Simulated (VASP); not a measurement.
Energy against volume of Na (bcc). Computed with PBEsol GGA, VASP's PBE PAW potentials (set 64) (plane waves; VASP). Run with 520 eV cut-off, 12×12×12 Γ-centred mesh, first-order Methfessel-Paxton smearing of 0.10 eV, potentials Na_pv.

```
V (Å³/atom)  E (eV/atom)
-----------  -----------
34.103          -1.39262
35.192          -1.39539
36.280          -1.39632
37.369          -1.39564
```

**Question.** Fit these four points and predict the energy of the run at 38.457 Å³/atom.

**Answer.** A cubic in V^(−2/3), the third-order Birch-Murnaghan form, passes through the four points with V0 = 36.34 Å³/atom and B0 = 8 GPa, and gives -1.3935 eV/atom there. The run gave -1.3935 eV/atom, +0.0 meV/atom from the fit; all five points give B0 = 8 GPa.

The compound is Na in the bcc structure. It was relaxed first, which changed the volume by -6 %.
